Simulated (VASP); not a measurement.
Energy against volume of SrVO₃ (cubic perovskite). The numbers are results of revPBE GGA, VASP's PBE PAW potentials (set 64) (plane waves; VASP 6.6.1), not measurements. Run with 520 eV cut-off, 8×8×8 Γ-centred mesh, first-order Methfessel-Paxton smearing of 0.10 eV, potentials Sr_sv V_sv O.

| V (Å³/atom) | E (eV/atom) |
|---|---|
| 11.414 | -7.48577 |
| 11.767 | -7.49224 |
| 12.120 | -7.48747 |
| 12.473 | -7.47314 |

**Question.** Fit these four points and predict the energy of the run at 11.061 Å³/atom.

**Answer.** A cubic in V^(−2/3), the third-order Birch-Murnaghan form, passes through the four points with V0 = 11.78 Å³/atom and B0 = 169 GPa, and gives -7.4660 eV/atom there. The run gave -7.4661 eV/atom, -0.0 meV/atom from the fit; all five points give B0 = 169 GPa.

The compound is SrVO3 in the cubic perovskite structure. It was relaxed first. The run is not spin-polarised, so no magnetic state was tried.
